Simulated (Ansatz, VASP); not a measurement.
# Two plane-wave programs on GaB2As3

```
CELL_PARAMETERS angstrom
3.61383 0.00000 0.00000
0.00000 3.61383 0.00000
0.00000 0.00000 7.97631
ATOMIC_POSITIONS crystal
Ga 0.00000 0.00000 0.00000
B 0.00000 0.50000 0.73650
B 0.50000 0.00000 0.26350
As 0.50000 0.50000 0.00000
As 0.00000 0.50000 0.38350
As 0.50000 0.00000 0.61650
```

Change from the starting cell: species swapped into the Zr2CuSb3 type (P-4m2, No. 115).

Alike in both runs: task single point; functional PBE; k mesh 6 × 6 × 2; occupations gaussian, width 0.1 eV; no spin polarisation.

|  | VASP | Ansatz |
| --- | --- | --- |
| version | VASP 6.6.1 | Ansatz 0.2.0 |
| potentials or method | VASP PAW PBE potentials, release 64 (Ga_d, B, As) | scalar-relativistic, plane waves, PAW |
| plane-wave cutoff (eV) | 520 | 420 |
| valence electrons in the cell | 34 | 64 |

```csv
,VASP,Ansatz,Ansatz less VASP
gap on the k mesh at the Fermi level (eV),none,none,-
pressure (GPa),-8.4,-8.5,-0.09
largest component of the traceless stress (GPa),3.55,3.49,-0.058
rms of the force components (eV/Å),0.290,0.289,-0.0005
```

Atom by atom the forces differ by 0.001 eV/Å (rms over components). A gap of «none» marks a metal or a gap that the smearing closes. The functional is the same, so the differences come from potentials, cutoffs and numerics. The two sets of potentials don't hold the same shells in valence.

Caveats: the k mesh is coarse (spacing up to 0.39 Å⁻¹), so the values aren't converged.
